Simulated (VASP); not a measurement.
Input for VASP

**KPOINTS**
```
Automatic mesh
0
Gamma
8 8 8
0 0 0
```

**INCAR**
```
ALGO = Normal
EDIFF = 1E-7
EDIFFG = -0.01
ENCUT = 480
GGA = PE
IBRION = 2
ISIF = 2
ISMEAR = 0
LASPH = .TRUE.
LCHARG = .FALSE.
LMAXMIX = 4
LREAL = .FALSE.
LWAVE = .FALSE.
NELM = 100
NSW = 30
PREC = Accurate
SIGMA = 0.05
SYSTEM = PbSe
```

### POSCAR
```
PbSe
1.0
  0.0000000000   3.0442086641   3.0442086641
  3.0442086641   0.0000000000   3.0442086641
  3.0442086641   3.0442086641   0.0000000000
Pb Se
1 1
Direct
  0.0000000000   0.0000000000   0.0000000000
  0.5000000000   0.5000000000   0.5000000000
```

POTCAR, in this order: Pb_d Se (PBE.64 set). Program: vasp_std.

### Question
Write an equivalent input for Quantum ESPRESSO's pw.x.

### Answer
One equivalent input (not run):
```
&CONTROL
  calculation = 'relax'
  pseudo_dir = './pseudo'
  outdir = './out'
  tprnfor = .true.
  tstress = .true.
  nstep = 30
  forc_conv_thr = 0.00039
/
&SYSTEM
  ibrav = 0
  nat = 2
  ntyp = 2
  ecutwfc = 86
  occupations = 'smearing'
  smearing = 'gaussian'
  degauss = 0.003675
  input_dft = 'pbe'
/
&ELECTRONS
  conv_thr = 7.3e-09
  electron_maxstep = 100
/
&IONS
/
ATOMIC_SPECIES
  Pb 207.200 Pb.upf
  Se 78.971 Se.upf
CELL_PARAMETERS angstrom
     0.0000000    3.0442087    3.0442087
     3.0442087    0.0000000    3.0442087
     3.0442087    3.0442087    0.0000000
ATOMIC_POSITIONS crystal
  Pb   0.0000000  0.0000000  0.0000000
  Se   0.5000000  0.5000000  0.5000000
K_POINTS automatic
  8 8 8 0 0 0
```
What does not carry over: the potentials are each code's own (VASP's PAW set, PseudoDojo norm-conserving files in pw.x), so ENCUT and ecutwfc are chosen apart and not converted; conv_thr bounds pw.x's estimated SCF error, while EDIFF bounds the energy change between steps; forc_conv_thr acts on force components and is met together with etot_conv_thr.

The compound is PbSe in the rock salt structure. This cell was strained or had an atom moved on purpose.
